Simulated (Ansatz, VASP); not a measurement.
# Ti (Titanium): VASP beside Ansatz

Aim: how closely do two programs agree when they are given the same cell, functional and k mesh? The cell is taken from a series of runs on this material, whose earlier steps may have relaxed, scaled, displaced or heated it; both programs get it as it stands.

Main program and level: Ansatz 0.2.0; plane waves, with VASP 6.6.1 beside it; zone-centre phonons at LDA.

### 1. The starting structure

Symmetry: P6_3/mmc, No. 194, hexagonal system. Conventional cell: a = 2.802 Å, b = 2.802 Å, c = 4.450 Å, α = 90.00°, β = 90.00°, γ = 120.00°. Nearest to Ti lie 12 Ti at 2.75 to 2.80 Å.

Coordinates:

```cif
data_structure
_symmetry_space_group_name_H-M 'P6_3/mmc'
_symmetry_Int_Tables_number 194
_cell_length_a 2.8025
_cell_length_b 2.8025
_cell_length_c 4.4499
_cell_angle_alpha 90.000
_cell_angle_beta 90.000
_cell_angle_gamma 120.000
_cell_volume 30.27
loop_
_atom_site_label
_atom_site_type_symbol
_atom_site_symmetry_multiplicity
_atom_site_Wyckoff_symbol
_atom_site_fract_x
_atom_site_fract_y
_atom_site_fract_z
_atom_site_occupancy
Ti1 Ti 2 c 0.33333 0.66667 0.25000 1
```

### 2. VASP: zone-centre phonons, LDA

Second derivatives magnify differences that forces hide, and they need a tight electronic threshold.

Lines of VASP's logs that name or quote its potential files are left out, and so is its time.

INCAR

```
SYSTEM = Ti
PREC = Accurate
ENCUT = 500
EDIFF = 1E-08
NELM = 120
ISMEAR = 1
SIGMA = 0.2
LREAL = .FALSE.
ALGO = Normal
GGA = PW92
NBANDS = 18
LASPH = .TRUE.
LORBIT = 11
LWAVE = .FALSE.
LCHARG = .FALSE.
ISIF = 2
IBRION = 8
GGA_COMPAT = .FALSE.
KPAR = 2
```

POSCAR

```
Ti
1.0
    2.8024660265      0.0000000000      0.0000000000
   -1.4012330132      2.4270067722      0.0000000000
    0.0000000000      0.0000000000      4.4498670774
Ti
2
Direct
    0.3333333334      0.6666666668      0.2500000000
    0.6666666668      0.3333333334      0.7500000000
```

KPOINTS

```
Automatic mesh
0
Gamma
18 18 12
0 0 0
```

The projector-augmented-wave data sets are Ti_sv (LDA family, release 64).

Started as:

```sh
> mpirun -np 2 vasp_std
```

Numbers of over 12 decimals in the logs are rounded to 6 here.

The log of the run:

```text
[banner, memory and clock lines left out]
running    2 mpi-ranks, on    1 nodes
 distrk:  each k-point on    1 cores,    2 groups
 distr:  one band on    1 cores,    1 groups

 POSCAR found type information on POSCAR Ti
 POSCAR found :  1 types and       2 ions
|                                                                             |
|               ----> ADVICE to this user running VASP <----                  |
|                                                                             |
|     You enforced a specific xc type in the INCAR file but a different       |
|     [... a line on the potential file left out ...]
|     I HOPE YOU KNOW WHAT YOU ARE DOING!                                     |
|                                                                             |

 LDA part: xc-table for (Slater(with rela. corr.)+PW92), standard interpolation
 POSCAR, INCAR and KPOINTS ok, starting setup
 FFT: planning ... GRIDC
 FFT: planning ... GRID_SOFT
 FFT: planning ... GRID
 WAVECAR not read
 entering main loop
       N       E                     dE             d eps       ncg     rms          rms(c)
DAV:   1     0.252390438361E+03    0.25239E+03   -0.12972E+04  9324   0.166E+03
DAV:   2     0.105000937615E+02   -0.24189E+03   -0.23869E+03  9502   0.451E+02
DAV:   3    -0.176132090411E+02   -0.28113E+02   -0.27730E+02 17426   0.127E+02
DAV:   4    -0.186677863342E+02   -0.10546E+01   -0.10531E+01 10544   0.255E+01
DAV:   5    -0.187137955881E+02   -0.46009E-01   -0.46001E-01 14274   0.393E+00    0.133E+01
DAV:   6    -0.170176885691E+02    0.16961E+01   -0.58985E+00 11406   0.261E+01    0.383E+00
DAV:   7    -0.170022903391E+02    0.15398E-01   -0.75738E-01 14036   0.660E+00    0.211E+00
DAV:   8    -0.170373193739E+02   -0.35029E-01   -0.25587E-01 10552   0.622E+00    0.810E-01
DAV:   9    -0.170278418056E+02    0.94776E-02   -0.50904E-02 10698   0.268E+00    0.104E-01
DAV:  10    -0.170283995156E+02   -0.55771E-03   -0.34812E-03 13214   0.402E-01    0.870E-02
DAV:  11    -0.170283877169E+02    0.11799E-04   -0.22185E-04 12598   0.135E-01    0.361E-02
DAV:  12    -0.170283765926E+02    0.11124E-04   -0.37709E-05 10992   0.629E-02    0.353E-03
DAV:  13    -0.170283760662E+02    0.52643E-06   -0.17111E-06 11402   0.120E-02    0.373E-03
DAV:  14    -0.170283764074E+02   -0.34114E-06   -0.85870E-07  9894   0.833E-03    0.213E-03
DAV:  15    -0.170283763690E+02    0.38393E-07   -0.11496E-07 10062   0.248E-03    0.166E-04
DAV:  16    -0.170283763676E+02    0.13301E-08   -0.29170E-09  5376   0.510E-04
   1 F= -.17028376E+02 E0= -.17029206E+02  d E =0.248962E-02
 Linear response reoptimize wavefunctions to high precision
DAV:   1    -0.170283763698E+02   -0.21960E-08   -0.59270E-10  6114   0.196E-04
DAV:   2    -0.170283763698E+02   -0.17280E-10   -0.14593E-10  5126   0.885E-05
 Linear response DOF=           2
 Linear response progress:
  Degree of freedom:   1/  2
       N       E                     dE             d eps       ncg     rms          rms(c)
RMM:   1    -0.524962843084E+00   -0.52496E+00    0.30421E+01 41492   0.137E+02
RMM:   2    -0.502345893006E+00    0.22617E-01   -0.31833E-01 74985   0.468E+00    0.304E-01
RMM:   3    -0.499679192668E+00    0.26667E-02   -0.19778E-02 83597   0.125E+00    0.135E-01
RMM:   4    -0.500417892185E+00   -0.73870E-03   -0.74041E-03 98395   0.536E-01    0.188E-02
RMM:   5    -0.501139805269E+00   -0.72191E-03   -0.15348E-03103663   0.209E-01    0.104E-02
RMM:   6    -0.501464081186E+00   -0.32428E-03   -0.62980E-04101788   0.101E-01    0.122E-02
RMM:   7    -0.501986271552E+00   -0.52219E-03   -0.11434E-04 93544   0.509E-02    0.340E-03
RMM:   8    -0.502267745541E+00   -0.28147E-03   -0.38636E-05101087   0.276E-02    0.140E-03
RMM:   9    -0.502262118986E+00    0.56266E-05   -0.10604E-05104215   0.141E-02    0.696E-04
RMM:  10    -0.502281245413E+00   -0.19126E-04   -0.19584E-06103344   0.776E-03    0.208E-04
RMM:  11    -0.502294453197E+00   -0.13208E-04   -0.78138E-06103274   0.454E-03    0.156E-04
RMM:  12    -0.502291826451E+00    0.26267E-05   -0.22957E-06105257   0.258E-03    0.415E-05
RMM:  13    -0.502290133722E+00    0.16927E-05   -0.51868E-06105902   0.163E-03    0.574E-05
RMM:  14    -0.502293726926E+00   -0.35932E-05   -0.26137E-06 98198   0.111E-03    0.301E-05
RMM:  15    -0.502292287895E+00    0.14390E-05   -0.36248E-06103085   0.780E-04    0.275E-05
RMM:  16    -0.502292165625E+00    0.12227E-06   -0.19946E-06107256   0.574E-04    0.354E-05
RMM:  17    -0.502292584183E+00   -0.41856E-06   -0.24270E-06 97782   0.443E-04    0.248E-05
RMM:  18    -0.502292568712E+00    0.15471E-07   -0.14280E-06105859   0.358E-04    0.256E-05
RMM:  19    -0.502292947152E+00   -0.37844E-06   -0.14937E-06 93728   0.306E-04    0.180E-05
RMM:  20    -0.502292976348E+00   -0.29197E-07   -0.10139E-06103929   0.262E-04    0.172E-05
RMM:  21    -0.502293001468E+00   -0.25119E-07   -0.99041E-07102701   0.231E-04    0.158E-05
RMM:  22    -0.502293017279E+00   -0.15811E-07   -0.72377E-07103751   0.209E-04    0.154E-05
 first order change of Fermi-energy   0.63991E-04
 force on displaced ion       1 direction 1 :  -0.916  -0.000   0.000
 Linear response progress:
  Degree of freedom:   2/  2
       N       E                     dE             d eps       ncg     rms          rms(c)
RMM:   1    -0.642628085075E+00   -0.64263E+00    0.33493E+01 14255   0.139E+02
RMM:   2    -0.606604285972E+00    0.36024E-01   -0.32922E-01 26258   0.477E+00    0.317E-01
RMM:   3    -0.604599280245E+00    0.20050E-02   -0.25036E-02 28612   0.133E+00    0.139E-01
RMM:   4    -0.606228698002E+00   -0.16294E-02   -0.96987E-03 33190   0.585E-01    0.356E-02
RMM:   5    -0.606813247649E+00   -0.58455E-03   -0.19442E-03 31537   0.237E-01    0.258E-02
RMM:   6    -0.607408140133E+00   -0.59489E-03   -0.80829E-04 33296   0.125E-01    0.112E-02
RMM:   7    -0.607677292903E+00   -0.26915E-03   -0.16636E-04 34608   0.553E-02    0.831E-03
RMM:   8    -0.608382750704E+00   -0.70546E-03    0.14920E-07 29668   0.364E-02    0.449E-03
RMM:   9    -0.608353654788E+00    0.29096E-04    0.51745E-05 33831   0.180E-02    0.196E-03
RMM:  10    -0.608298312652E+00    0.55342E-04    0.12781E-05 32954   0.102E-02    0.400E-04
RMM:  11    -0.608304931916E+00   -0.66193E-05    0.15441E-05 35769   0.563E-03    0.306E-04
RMM:  12    -0.608314047748E+00   -0.91158E-05    0.91458E-06 34733   0.338E-03    0.111E-04
RMM:  13    -0.608318072698E+00   -0.40249E-05    0.11005E-05 35742   0.220E-03    0.435E-05
RMM:  14    -0.608318695727E+00   -0.62303E-06    0.32378E-06 36214   0.148E-03    0.220E-05
RMM:  15    -0.608318941838E+00   -0.24611E-06    0.36364E-06 36250   0.108E-03    0.162E-05
RMM:  16    -0.608319270068E+00   -0.32823E-06    0.99486E-07 36625   0.826E-04    0.203E-05
RMM:  17    -0.608318778259E+00    0.49181E-06    0.16403E-06 34101   0.679E-04    0.273E-05
RMM:  18    -0.608318803085E+00   -0.24826E-07    0.62679E-07 34788   0.575E-04    0.349E-05
RMM:  19    -0.608318916545E+00   -0.11346E-06    0.84394E-07 35561   0.495E-04    0.375E-05
RMM:  20    -0.608319009316E+00   -0.92770E-07    0.32486E-07 36168   0.438E-04    0.405E-05
RMM:  21    -0.608319054517E+00   -0.45201E-07    0.51511E-07 33770   0.396E-04    0.420E-05
RMM:  22    -0.608319120664E+00   -0.66147E-07    0.16473E-07 33952   0.363E-04    0.439E-05
 first order change of Fermi-energy  -0.19217E-03
 force on displaced ion       1 direction 3 :  -0.000   0.000  -5.229
 Linear response finished
```

OUTCAR, selected parts (step 2):

```text
ion  position               nearest neighbor table
   1  0.333  0.667  0.250-   2 2.75   2 2.75   2 2.75   2 2.75   2 2.75   2 2.75
   2  0.667  0.333  0.750-   1 2.75   1 2.75   1 2.75   1 2.75   1 2.75   1 2.75

  LATTYP: Found a hexagonal cell.
 ALAT       =     2.8024660265
 C/A-ratio  =     1.5878397937

 Subroutine GETGRP returns: Found 24 space group operations
 (whereof 12 operations were pure point group operations)

The static configuration has the point symmetry D_3d.
 The point group associated with its full space group is D_6h.

 Found    259 irreducible k-points:

   k-points           NKPTS =    259   k-points in BZ     NKDIM =    259   number of bands    NBANDS=     18

   dimension x,y,z NGX =    20 NGY =   20 NGZ =   32
   dimension x,y,z NGXF=    40 NGYF=   40 NGZF=   64

   ENCUT  =  500.0 eV  36.75 Ry    6.06 a.u.   5.11  5.11  8.11*2*pi/ulx,y,z

   NELECT =      24.0000    total number of electrons

 k-points in reciprocal lattice and weights: Automatic mesh
   0.00000000  0.00000000  0.00000000       0.000
   0.05555556  0.00000000  0.00000000       0.002
   0.11111111  0.00000000  0.00000000       0.002
   0.16666667  0.00000000  0.00000000       0.002
   0.22222222  0.00000000  0.00000000       0.002
   0.27777778  0.00000000  0.00000000       0.002
   0.33333333 -0.00000000  0.00000000       0.002
   0.38888889 -0.00000000  0.00000000       0.002
   0.44444444  0.00000000  0.00000000       0.002
[...]
0.33333333  0.27777778  0.50000000       0.003
   0.33333333  0.33333333  0.50000000       0.001

 average (electrostatic) potential at core
       1 -70.7191       2 -70.7191

  Total        1.5559362      1.5559362      1.5616164      0.0000000      0.0000000      0.0000000
  in kB       82.3652438     82.3652438     82.6659319      0.0000000      0.0000000      0.0000000
  external PRESSURE =      82.4654731 kB  Pullay stress =       0.0000000 kB

  energy-cutoff  :      500.00
  volume of cell :       30.27
      direct lattice vectors                 reciprocal lattice vectors
     2.802466026  0.000000000  0.000000000     0.356828590  0.206015082  0.000000000
    -1.401233013  2.427006772  0.000000000     0.000000000  0.412030165  0.000000000
     0.000000000  0.000000000  4.449867077     0.000000000  0.000000000  0.224725814

 POSITION                                       TOTAL-FORCE (eV/Angst)
 -----------------------------------------------------------------------------------
      0.00000      1.61800      1.11247         0.000000     -0.000000      0.000000
      1.40123      0.80900      3.33740        -0.000000      0.000000      0.000000
 -----------------------------------------------------------------------------------
    total drift:                               -0.000000     -0.000000      0.000000

 Eigenvectors and eigenvalues of the dynamical matrix
 ----------------------------------------------------

   1 f  =    7.306253 THz    45.906542 2PiTHz  243.710369 cm-1    30.216221 meV
             X         Y         Z           dx          dy          dz
      0.000000  1.618005  1.112467     0.000000    0.000000    0.707107
      1.401233  0.809002  3.337400     0.000000    0.000000   -0.707107

   2 f  =    3.057748 THz    19.212399 2PiTHz  101.995503 cm-1    12.645825 meV
             X         Y         Z           dx          dy          dz
      0.000000  1.618005  1.112467     0.457934    0.538792   -0.000000
      1.401233  0.809002  3.337400    -0.457934   -0.538792   -0.000000

   3 f  =    3.057748 THz    19.212399 2PiTHz  101.995503 cm-1    12.645825 meV
             X         Y         Z           dx          dy          dz
      0.000000  1.618005  1.112467     0.538792   -0.457934    0.000000
      1.401233  0.809002  3.337400    -0.538792    0.457934    0.000000

   4 f  =    0.000000 THz     0.000000 2PiTHz    0.000001 cm-1     0.000000 meV
             X         Y         Z           dx          dy          dz
      0.000000  1.618005  1.112467    -0.519147    0.318719    0.359033
      1.401233  0.809002  3.337400    -0.519147    0.318719    0.359033

   5 f  =    0.000000 THz     0.000000 2PiTHz    0.000001 cm-1     0.000000 meV
             X         Y         Z           dx          dy          dz
      0.000000  1.618005  1.112467     0.479702    0.323112    0.406798
      1.401233  0.809002  3.337400     0.479702    0.323112    0.406798

   6 f/i=    0.000000 THz     0.000000 2PiTHz    0.000001 cm-1     0.000000 meV
             X         Y         Z           dx          dy          dz
      0.000000  1.618005  1.112467     0.019299    0.542233   -0.453443
      1.401233  0.809002  3.337400     0.019299    0.542233   -0.453443

 ELASTIC MODULI CONTR FROM IONIC RELAXATION (kBar)
 Direction    XX          YY          ZZ          XY          YZ          ZX
 --------------------------------------------------------------------------------
 XX        -224.2179    224.2179      0.0000     -0.0000     -0.0000      0.0000
 YY         224.2179   -224.2179     -0.0000     -0.0000      0.0000     -0.0000
 ZZ           0.0000     -0.0000     -0.0000      0.0000     -0.0000      0.0000
 XY          -0.0000     -0.0000      0.0000   -224.2179      0.0000     -0.0000
 YZ          -0.0000      0.0000     -0.0000      0.0000     -0.0000      0.0000
 ZX           0.0000     -0.0000      0.0000     -0.0000      0.0000     -0.0000
 --------------------------------------------------------------------------------
```

(Continued in part 2 of 2.)

[Lines on the potential files, build, host, timing and source positions are cut from VASP's logs without a mark.]

[Logs are printed without paths, hosts, clocks, repeated set-up lines and the standing remarks that a program may print on its own settings, such as how far it seeks lower states.]

[Hosts, paths, dates, database ids (printed as entryN), source tags and the programs' standing remarks are cut or masked in the printed files.]
